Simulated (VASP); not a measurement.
Consider the following.

```
MgB2
1.0
    1.53776    -2.66349     0.00000
    1.53776     2.66349     0.00000
    0.00000     0.00000     3.48093
Mg B
1 2
Direct
  0.00000   0.00000   0.00000
  0.33333   0.66667   0.50000
  0.66667   0.33333   0.51436
```

The numbers are results of r2SCAN meta-GGA, VASP's PBE PAW potentials (set 64) (plane waves; VASP), not measurements. Run with 600 eV cut-off, 10×10×8 Γ-centred mesh, first-order Methfessel-Paxton smearing of 0.10 eV, potentials Mg B.

Question: Estimate the energy per atom (σ→0), largest force, band gap (on the k-mesh) with the smallest direct gap where there is one.

Answer: 
band gap (on the k-mesh): none (metal, semimetal or under 0.01 eV)
energy per atom (σ→0): -623.6 kJ/mol of atoms
largest force: 0.02326 Ry/bohr

Total energies compare only between runs with the same potentials, cut-off and functional.

The compound is MgB2 in the AlB2 type structure. This cell was strained or had an atom moved on purpose.
